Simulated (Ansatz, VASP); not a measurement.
# Ba2Hf3Al8O8 (2 units of BaHfO3 (001), HfO2 faces on Al(100)): VASP beside Ansatz, part 2 of 2

Wanted: the spread between two codes on one cell, functional and k mesh.  Valence electrons are named where the data sets of a main pair hold unlike numbers.

VASP 6.6.1 and Ansatz 0.2.0.

So far: The structure; VASP: single point, PBEsol.

## 3. Ansatz: single point, PBEsol

Level of this step: Ansatz beside VASP: Kohn-Sham DFT, plane waves, PBEsol (Ansatz).

Ansatz runs on its default PAW (the set named soft_2) files.

The same cell, functional, mesh and smearing now go to Ansatz, which takes its cutoff from its data sets.

input.yaml reads:

```yaml
crystal:
  lattice:
    - [4.17, 0.0, 0.0]
    - [0.0, 4.17, 0.0]
    - [0.0, 0.0, 34.2747367139]
  atoms:
    - { symbol: Al, position: [0.0, 0.5, 0.260589948] }
    - { symbol: Al, position: [0.5, 0.0, 0.2618688757] }
    - { symbol: Al, position: [0.0, 0.0, 0.3195867393] }
    - { symbol: Al, position: [0.5, 0.5, 0.3195867393] }
    - { symbol: Al, position: [0.0, 0.5, 0.378151997] }
    - { symbol: Al, position: [0.5, 0.0, 0.3771087027] }
    - { symbol: Al, position: [0.0, 0.0, 0.4365988888] }
    - { symbol: Al, position: [0.5, 0.5, 0.4365988888] }
    - { symbol: Hf, position: [0.5, 0.0, 0.4956344471] }
    - { symbol: Hf, position: [0.5, 0.0, 0.6157033143] }
    - { symbol: Hf, position: [0.5, 0.0, 0.7339512752] }
    - { symbol: O, position: [0.0, 0.0, 0.4958784867] }
    - { symbol: O, position: [0.5, 0.5, 0.4958784867] }
    - { symbol: O, position: [0.5, 0.0, 0.5557610501] }
    - { symbol: O, position: [0.0, 0.0, 0.6158585352] }
    - { symbol: O, position: [0.5, 0.5, 0.6158585352] }
    - { symbol: O, position: [0.5, 0.0, 0.6769027809] }
    - { symbol: O, position: [0.0, 0.0, 0.7355159418] }
    - { symbol: O, position: [0.5, 0.5, 0.7355159418] }
    - { symbol: Ba, position: [0.0, 0.5, 0.5559758042] }
    - { symbol: Ba, position: [0.0, 0.5, 0.6795305544] }
hamiltonian:
  xc: pbesol
  pseudopotentials: { kind: paw }
kpoints:
  mp_grid: { grid: [8, 8, 1] }
scf:
  occupations: { method: fermi_dirac, width: 0.1 }
  n_extra_bands: 9
efield:
  axis: 3
  dipole_correction: true
  ramp_width: 0.04
output:
  forces: true
  eigenvalues: true
  write_density: true
  write_potential: true
  elf: true
  volumetric_format: npy
```

Launch:

```
$ ansatz run input.yaml --threads 8 --pin off --max-ram 18432MiB --backend cpu --events-out ev --progress --plain --runs-dir out
```

Numbers of over 12 decimals in the logs are rounded to 6 here.

Log:

```text
scf.n_extra_bands = 9 over 85 filled bands (N_el = 170.0): the run solves 94 bands
Engine: ansatz 0.2.0, aarch64-unknown-linux-gnu
Pseudopotentials: kind: paw
Pseudopotential: Al, paw, valence charge 3, recommended cutoff 420 eV (normal), Al.paw.azcp
Pseudopotential: Hf, paw, valence charge 26, recommended cutoff 420 eV (normal), Hf.paw.azcp
Pseudopotential: O, paw, valence charge 6, recommended cutoff 420 eV (normal), O.paw.azcp
Pseudopotential: Ba, paw, valence charge 10, recommended cutoff 420 eV (normal), Ba.paw.azcp
Functional definition: PBEsol
  exchange = pbesol_x
  correlation = pbesol_c
Crystal: 21 atoms, lattice volume = 596.000 Å³
Basis set: ecut = 420 eV, 11563 PW (Γ), exchange–correlation on 60×60×480 points (8 copies of the dense FFT grid, shifted against one another)
Bands: 94, of which v1, the nominal top of the filled ones, is band 85 counted from 1 (84 counted from 0)
Symmetry: 8 space group operations
Space group: P4mm (ITA 99), of the structure as read, at distance tolerance 8.4e-5 Å
k-points: 15 of 64
Non-local potential: Al, projectors of the file, l = 0: 2, l = 1: 2, l = 2: 1
Non-local potential: Hf, projectors of the file, l = 0: 3, l = 1: 2, l = 2: 2, l = 3: 3
Non-local potential: O, projectors of the file, l = 0: 2, l = 1: 2, l = 2: 1
Non-local potential: Ba, projectors of the file, l = 0: 3, l = 1: 2, l = 2: 2, l = 3: 2
PAW form: soft (Blöchl's): semilocal exchange-correlation on the pseudo side does not see the compensation charge
PAW frozen core: Al, regenerated for the run's functional, and the local potential with it (the file was generated under x = pbe(κ = 0.804, μ = 0.219515), c = pbe(β = 0.066725))
PAW frozen core: Hf, regenerated for the run's functional, and the local potential with it (the file was generated under x = pbe(κ = 0.804, μ = 0.219515), c = pbe(β = 0.066725))
PAW frozen core: O, regenerated for the run's functional, and the local potential with it (the file was generated under x = pbe(κ = 0.804, μ = 0.219515), c = pbe(β = 0.066725))
PAW frozen core: Ba, regenerated for the run's functional, and the local potential with it (the file was generated under x = pbe(κ = 0.804, μ = 0.219515), c = pbe(β = 0.066725))
PAW one-centre angular grid: Al, 110 points (default); XC on 64 Gauss nodes
PAW one-centre angular grid: Hf, 590 points (default); XC on 64 Gauss nodes
PAW one-centre angular grid: O, 110 points (default); XC on 64 Gauss nodes
PAW one-centre angular grid: Ba, 194 points (default); XC on 64 Gauss nodes
Initial density: superposition of atomic densities (neutral atoms: chi_scale 0, normalization atom), corrected by the library's trained network
Initial wavefunctions: pseudopotential atomic-orbital guess
Functional: x = pbesol(κ = 0.804, μ = 0.123457), c = pbesol(β = 0.046)
SCF iter   1: F=—  HF=-67222.627191 eV  |F-HF|=—  |Δ(HF+E_count)|=         —  Δρ=9.08e-3  dr2=7.00e-1  ethr=1.77e-3  p=0.015 e·Å  D=4.69e-3 V/Å  ΔV_dip=-0.16 eV  dr2_dipole=2.12e-1  V_vac-E_F(+/−)=4.00/4.17 eV  ⟨swp⟩=8.7  Hψ=7081  notcnv=0
efield: sawtooth ramp at fractional position 0.9781 (placed from the atoms, in the widest stretch of the axis that holds none; the zero of the levels goes with the place), width 0.0400; the density the first Hamiltonian is built on has a dipole p = 0.015 e·Å; the dipole correction subtracts the counter field D = 4.69e-3 V/Å, which shifts the + side's vacuum level by -0.16 eV against the − side's; the planar-averaged density in the ramp window peaks in size at 1.3e-5 e/Å³
preconditioner: auto → LDOS  [metal: Δε(μ)=0.014 eV  Ē_g=10.639 eV  σ=0.100 eV  W_gap=0.04  n_scr=120 (ndim 8)  ℏωp=18.1 eV  f_vac=0.428  D(μ)=4.03/eV (n_scr^D=12)  β→1.0]
SCF iter   2: F=—  HF=-67223.213356 eV  |F-HF|=—  |Δ(HF+E_count)|=   5.86e-1  Δρ=1.99e-2  dr2=1.12e1  ethr=4.12e-4  p=0.359 e·Å  D=1.09e-1 V/Å  ΔV_dip=-3.73 eV  dr2_dipole=8.92e0  V_vac-E_F(+/−)=0.83/4.57 eV  ⟨swp⟩=6.3  Hψ=3991  notcnv=0  defer=1  recentre
SCF iter   3: F=—  HF=-67222.513537 eV  |F-HF|=—  |Δ(HF+E_count)|=   7.00e-1  Δρ=2.96e-3  dr2=1.41e-1  ethr=4.12e-4  p=0.058 e·Å  D=1.75e-2 V/Å  ΔV_dip=-0.60 eV  dr2_dipole=8.55e-2  V_vac-E_F(+/−)=3.67/4.27 eV  ⟨swp⟩=4.3  Hψ=3371  notcnv=0
SCF iter   4: F=—  HF=-67222.491769 eV  |F-HF|=—  |Δ(HF+E_count)|=   2.18e-2  Δρ=1.68e-3  dr2=4.56e-2  ethr=8.27e-5  p=0.102 e·Å  D=3.10e-2 V/Å  ΔV_dip=-1.06 eV  dr2_dipole=3.39e-2  V_vac-E_F(+/−)=3.33/4.39 eV  ⟨swp⟩=3.5  Hψ=2402  notcnv=0
SCF iter   5: F=—  HF=-67222.485786 eV  |F-HF|=—  |Δ(HF+E_count)|=   5.98e-3  Δρ=9.95e-4  dr2=2.41e-2  ethr=2.68e-5  p=0.120 e·Å  D=3.64e-2 V/Å  ΔV_dip=-1.25 eV  dr2_dipole=1.99e-2  V_vac-E_F(+/−)=3.17/4.41 eV  ⟨swp⟩=2.2  Hψ=2439  notcnv=0
SCF iter   6: F=—  HF=-67222.482583 eV  |F-HF|=—  |Δ(HF+E_count)|=   3.20e-3  Δρ=2.79e-4  dr2=1.18e-2  ethr=1.42e-5  p=0.134 e·Å  D=4.06e-2 V/Å  ΔV_dip=-1.39 eV  dr2_dipole=1.16e-2  V_vac-E_F(+/−)=3.05/4.44 eV  ⟨swp⟩=2.1  Hψ=2432  notcnv=0
SCF iter   7: F=—  HF=-67222.480964 eV  |F-HF|=—  |Δ(HF+E_count)|=   1.62e-3  Δρ=1.80e-4  dr2=6.73e-3  ethr=6.92e-6  p=0.146 e·Å  D=4.44e-2 V/Å  ΔV_dip=-1.52 eV  dr2_dipole=6.44e-3  V_vac-E_F(+/−)=2.93/4.45 eV  ⟨swp⟩=2.3  Hψ=2081  notcnv=0
SCF iter   8: F=—  HF=-67222.479853 eV  |F-HF|=—  |Δ(HF+E_count)|=   1.11e-3  Δρ=1.41e-4  dr2=2.91e-3  ethr=3.96e-6  p=0.159 e·Å  D=4.83e-2 V/Å  ΔV_dip=-1.66 eV  dr2_dipole=2.71e-3  V_vac-E_F(+/−)=2.80/4.45 eV  ⟨swp⟩=2.3  Hψ=1765  notcnv=0
SCF iter   9: F=—  HF=-67222.479306 eV  |F-HF|=—  |Δ(HF+E_count)|=   5.47e-4  Δρ=6.84e-5  dr2=7.08e-4  ethr=1.71e-6  p=0.170 e·Å  D=5.17e-2 V/Å  ΔV_dip=-1.77 eV  dr2_dipole=6.96e-4  V_vac-E_F(+/−)=2.68/4.45 eV  ⟨swp⟩=2.3  Hψ=2308  notcnv=0
SCF iter  10: F=—  HF=-67222.479159 eV  |F-HF|=—  |Δ(HF+E_count)|=   1.47e-4  Δρ=4.01e-5  dr2=1.59e-5  ethr=4.16e-7  p=0.181 e·Å  D=5.51e-2 V/Å  ΔV_dip=-1.89 eV  dr2_dipole=1.90e-7  V_vac-E_F(+/−)=2.56/4.45 eV  ⟨swp⟩=2.3  Hψ=2469  notcnv=0
SCF iter  11: F=—  HF=-67222.479692 eV  |F-HF|=—  |Δ(HF+E_count)|=   5.34e-4  Δρ=1.63e-5  dr2=2.77e-6  ethr=9.35e-9  p=0.181 e·Å  D=5.50e-2 V/Å  ΔV_dip=-1.89 eV  dr2_dipole=7.80e-7  V_vac-E_F(+/−)=2.56/4.45 eV  ⟨swp⟩=2.8  Hψ=3054  notcnv=0
SCF iter  12: F=—  HF=-67222.479694 eV  |F-HF|=—  |Δ(HF+E_count)|=   1.67e-6  Δρ=5.94e-6  dr2=4.11e-7  ethr=1.63e-9  p=0.182 e·Å  D=5.51e-2 V/Å  ΔV_dip=-1.89 eV  dr2_dipole=7.17e-8  V_vac-E_F(+/−)=2.56/4.45 eV  ⟨swp⟩=2.0  Hψ=1919  notcnv=0
SCF iter  13: F=-67222.479694 eV  HF=-67222.479694 eV  |F-HF|=6.52e-8  |Δ(HF+E_count)|=   3.46e-7  Δρ=1.86e-6  dr2=2.60e-8  ethr=5.88e-11  p=0.181 e·Å  D=5.51e-2 V/Å  ΔV_dip=-1.89 eV  dr2_dipole=2.97e-9  V_vac-E_F(+/−)=2.56/4.45 eV  ⟨swp⟩=15.9  Hψ=15123  notcnv=0
SCF 1 converged in 13 iterations: F = -67222.479694 eV  dr2 = 2.60e-8
  greatest PAW one-centre occupation: 0.999 electrons in one spin orbital (limit 2), on the Hf atom at site 10 (counted from 0), in its partial waves of l = 3
WARN: The output density's exchange-correlation potential varies sharply where the density is thin. Do not read a vacuum level from v_tot or v_xc, or from such a field of the output density. On a cell that repeats whose density bears no net charge and no dipole along the vacuum's axis use v_es (v_loc + v_h of the components); under efield.dipole_correction with no amplitude use v_es + v_field, which holds any externa [...]
SCF converged after 13 iterations
Free energy (F): -67222.479694 eV
Harris-Foulkes:  -67222.479694 eV  (|F-HF|=6.52e-8)
Internal energy: -67222.337112 eV  (E = F + TS)
E sigma→0 (E₀):  -67222.408403 eV
Entropy (-TS):   -0.142582 eV (-6.790 meV/atom)
Fermi energy:    4.588820 eV
Dipole field:    D = 0.055113 V/Å  (p = 0.181525 e·Å, saw-weighted, corrected)
Work function:   Φ+ = 2.5622 eV   Φ− = 4.4512 eV
Levels:          The Fermi level and band energies are counted from a zero that moves with the ramp; work functions are not
--- Per-component energies (eV) ---
  E_band       = -1614.880775
  E_kinetic    = 3177.332981
  E_local      = -309163.502304  (includes V_loc(G=0)·N_el)
  E_nonlocal   = -3125.249091
  E_hartree    = 152848.695091
  E_xc         = -2122.842347
  E_vxc        = -2047.740104  (∫ρ·V_xc dr)
  E_paw        = -35558.428834  (= ΣΔE_a)
  E_vpaw       = 3872.494150  (= ΣTr[D̂ρ^β])
  E_aug_tail   = 0.019773  (compensation charges beyond the density's cutoff)
  E_efield     = 0.005002  (sawtooth field / dipole correction)
  E_vefield    = -25.674065  (∫n·V_field dr)
  E_ewald      = 126717.141059
  E_core_change = 4.491557  (= ΣΔE_core)
  E_smearing   = -0.142582  (= −TS)
  E_closure    = 0.000000  (closes the sum)
  Σ components = -67222.479694   (vs F -67222.479694, Δ=0.00e0)
--- Forces (eV/Å), atoms counted from 1 ---
  atom   1  Al     0.00000000     0.00000000     0.00566719
  atom   2  Al    -0.00000000     0.00000000    -0.01164707
  atom   3  Al     0.00000000     0.00000000    -0.00053295
  atom   4  Al    -0.00000000     0.00000000    -0.00053295
  atom   5  Al    -0.00000000     0.00000000    -0.00599798
  atom   6  Al    -0.00000000    -0.00000000    -0.01817318
  atom   7  Al    -0.00000000     0.00000000    -0.03661107
  atom   8  Al    -0.00000000     0.00000000    -0.03661107
  atom   9  Hf    -0.00000000    -0.00000000    -0.01756067
  atom  10  Hf     0.00000000    -0.00000000     0.02131357
  atom  11  Hf     0.00000000    -0.00000000     0.05961953
  atom  12  O      0.00000000     0.00000000     0.05776019
  atom  13  O      0.00000000    -0.00000000     0.05776019
  atom  14  O     -0.00000000    -0.00000000    -0.04780919
  atom  15  O      0.00000000     0.00000000     0.00251002
  atom  16  O     -0.00000000     0.00000000     0.00251002
  atom  17  O      0.00000000     0.00000000     0.04495346
  atom  18  O     -0.00000000     0.00000000    -0.07463924
  atom  19  O     -0.00000000    -0.00000000    -0.07463924
  atom  20  Ba     0.00000000    -0.00000000     0.00593784
  atom  21  Ba     0.00000000     0.00000000     0.06665054
  max |Σ_I F_I| component: 7.21e-5 eV/Å
--- Band table (eV; the first three rows and the last of 15) ---
  k-point 0: bands = [... 81 lower, 3.1074, 3.2034, 3.7580, 4.4287, 4.5016, 4.5016, 4.7304, 5.1914, ... 5 higher]
  k-point 1: bands = [... 81 lower, 3.2637, 3.7592, 3.9376, 4.5834, 4.6656, 4.7863, 5.3018, 5.5484, ... 5 higher]
  k-point 2: bands = [... 81 lower, 3.5380, 3.6625, 4.2157, 4.8045, 4.9192, 5.2378, 5.7964, 6.2136, ... 5 higher]
  k-point 14: bands = [... 81 lower, 2.0263, 2.2341, 2.3772, 2.3772, 4.3155, 4.8585, 5.3835, 5.3835, ... 5 higher]
```

The job ended after 30 s (8 threads of Arm Neoverse V1, shared host; peak memory 2.6 GiB).

The column dr2 measures how far the density is from self-consistency, as an energy; F and HF (Harris–Foulkes) agree once it is small.

## 4. Side by side

Known differences besides the potentials themselves: the data sets hold 170 valence electrons in Ansatz (on its default PAW (the set named soft_2) files) and 104 in VASP; the cutoff is 420 eV in Ansatz and 400 eV in VASP (PREC = Normal, projectors in real space); Ansatz makes its cores anew for this functional, VASP keeps those of its PBE data sets; VASP leaves aspherical gradient terms in its spheres out (LASPH is not set), Ansatz keeps them. Total energies have different zeros and are not compared.

Both answers:

| quantity | Ansatz | VASP | difference |
| --- | --- | --- | --- |
| work function, lower of the two faces (eV) | 2.56 | 2.56 | 0.00 |
| work function, higher of the two faces (eV) | 4.45 | 4.44 | +0.01 |

At this near-relaxed geometry the largest component of a force difference is 86 meV/Å. VASP's log warns that it found no field-free region in the vacuum, so its work functions are uncertain.

## 5. Other set-ups

Further runs change the set-up of one program: Ansatz's method, potentials or start, or VASP's data sets, cutoff or form of LDA. The table gives Ansatz less VASP for each quantity, since a change that brings one quantity closer may part another.

| run | r.m.s. force difference (meV/Å) | work function, lower of the two faces (eV) | work function, higher of the two faces (eV) |
| --- | --- | --- | --- |
| as above | 25 | -9.6e-4 | 0.0070 |
| cores kept as stored | 25 | -1.4e-4 | 0.0057 |
| norm-conserving potentials (cutoff 1143 eV) | 41 | -0.050 | 0.013 |

## 6. Summary of results

```
r.m.s. force difference (single point, PBEsol) : 25 meV/Å
```

**Reading.** The r.m.s. force difference is 25 meV/Å (single point, PBEsol), beyond the 12 meV/Å picked in this series as the mark of a large difference. The data sets hold unlike numbers of valence electrons (170 in Ansatz and 104 in VASP), so part of the differences comes from the potentials. Single point, PBEsol, cores kept as stored: the difference in work function, lower of the two faces goes from -9.6e-4 to -1.4e-4 eV. Single point, PBEsol, norm-conserving potentials (cutoff 1143 eV): r.m.s. force difference goes from 25 to 41 meV/Å; the difference in work function, lower of the two faces goes from -9.6e-4 to -0.050 eV; the difference in work function, higher of the two faces goes from 0.0070 to 0.013 eV. 1 further run of this series is not shown here. How closely two codes agree says nothing of how well the functional describes the real material.

[Lines on the potential files, build, host, timing and source positions are cut from VASP's logs without a mark.]

[Logs are printed without paths, hosts, clocks, repeated set-up lines and the standing remarks that a program may print on its own settings, such as how far it seeks lower states.]

[Hosts, paths, dates, database ids (printed as entryN), source tags and the programs' standing remarks are cut or masked in the printed files.]
